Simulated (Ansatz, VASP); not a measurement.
One calculation of Cd2Br, two programs

```
Cd Br
1.0
     1.75295    1.01207    6.78717
    -1.75295    1.01207    6.78717
     0.00000   -2.02414    6.78717
Cd Br
2 1
Direct
  0.74840 0.74840 0.74840
  0.58490 0.58490 0.58490
  0.00000 0.00000 0.00000
```

Alike in both runs: task single point; functional PBE; k mesh 6 × 6 × 6; occupations gaussian, width 0.1 eV; no spin polarisation.

|  | VASP | Ansatz |
| --- | --- | --- |
| version | VASP 6.6.1 | Ansatz 0.2.0 |
| potentials or method | VASP PAW PBE potentials, release 64 (Cd, Br) | scalar-relativistic, plane waves, PAW |
| plane-wave cutoff (eV) | 520 | 420 |
| valence electrons in the cell | 31 | 47 |

|  | VASP | Ansatz | Ansatz less VASP |
| --- | --- | --- | --- |
| gap on the k mesh at the Fermi level (eV) | none | none | - |
| pressure (GPa) | 20.5 | 19.9 | -0.58 |
| largest component of the traceless stress (GPa) | 4.26 | 4.17 | -0.095 |
| rms of the force components (eV/Å) | 1.930 | 1.887 | -0.0429 |

Atom by atom the forces differ by 0.043 eV/Å (rms over components). A gap of «none» marks a metal or a gap that the smearing closes. The two sets of potentials don't hold the same shells in valence.

Caveats: so large a pressure means that the cell lies far from this level's equilibrium, or that cutoff or potentials fall short (VASP); an odd number of electrons without spin polarisation forces a metal; a magnetic or distorted state may lie lower.
